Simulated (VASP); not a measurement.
Lu3Si:

```
Lu Si
1.0
     4.54142    0.00000    0.00000
     0.00000    4.54142    0.00000
     0.00000    0.00000    4.54142
Lu Si
3 1
Direct
  0.00000 0.50000 0.50000
  0.50000 0.00000 0.50000
  0.50000 0.50000 0.00000
  0.00000 0.00000 0.00000
```

The cell comes from a database or a generator and needn't be the stable form of this composition.

Base run:

| Quantity | Value |
| --- | --- |
| Program | VASP 6.6.1 |
| Functional | PBE |
| Potentials or basis | VASP PAW PBE potentials, release 64 (Lu, Si) |
| Cutoff | 520 eV |
| k mesh | 5 × 5 × 5, shifted |
| Occupations | gaussian, width 0.2 eV |
| Spin | no spin polarisation |

Its results: band gap on the k mesh none (metal or under the smearing width); pressure -3.6 GPa.

Question: The run is repeated on the same cell with these changes: occupations from gaussian, width 0.2 eV to gaussian, width 0.05 eV; further incar settings from ALGO = Fast; EDIFF = 1e-06; NBANDS = 48 to ALGO = Fast; EDIFF = 1e-07; NBANDS = 48. What comes out?

Answer: Band gap on the k mesh none (metal or under the smearing width); pressure -0.7 GPa.

Not every run made on this cell is shown here.
